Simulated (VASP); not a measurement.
A run of VASP 6.6.1:

Contents of INCAR:

```
PREC = Accurate ; ENCUT = 600
EDIFF = 1E-6 ; ISMEAR = -1
SIGMA = 0.05 ; LREAL = False
LASPH = True ; NELM = 100
ALGO = Normal ; ISIF = 3
LWAVE = False ; LCHARG = False
GGA = PS ; IBRION = 2
NSW = 40 ; EDIFFG = -0.01
```

Contents of KPOINTS:

```
Automatic mesh
0
Gamma
  6 6 6
```

The input POSCAR:

```
LiY3
1.0
   -2.3671900000      2.3671900000      5.3266430000
    2.3671900000     -2.3671900000      5.3266430000
    2.3671900000      2.3671900000     -5.3266430000
Y Li
3 1
Direct
    0.5000000000      0.5000000000      0.0000000000
    0.2500000000      0.7500000000      0.5000000000
    0.7500000000      0.2500000000      0.5000000000
    0.0000000000      0.0000000000      0.0000000000
```

Potentials or basis: VASP PAW PBE potentials, release 64 (Y_sv, Li_sv).

Command:

```console
$ cat potpaw_PBE.64/Y_sv/POTCAR potpaw_PBE.64/Li_sv/POTCAR > POTCAR
$ mpirun -np 1 vasp_std > vasp.out
```

Hardware: 1 thread of Intel(R) Xeon(R) Platinum 8375C CPU @ 2.90GHz (Ice Lake) (shared host).

Task: How long does it take, and how much memory?

Result: Wall time 35 min on 1 thread of Intel(R) Xeon(R) Platinum 8375C CPU @ 2.90GHz (Ice Lake), on a shared host, peak memory 0.43 GiB. Counts: scf iterations 69, k points 30, ion steps 8.
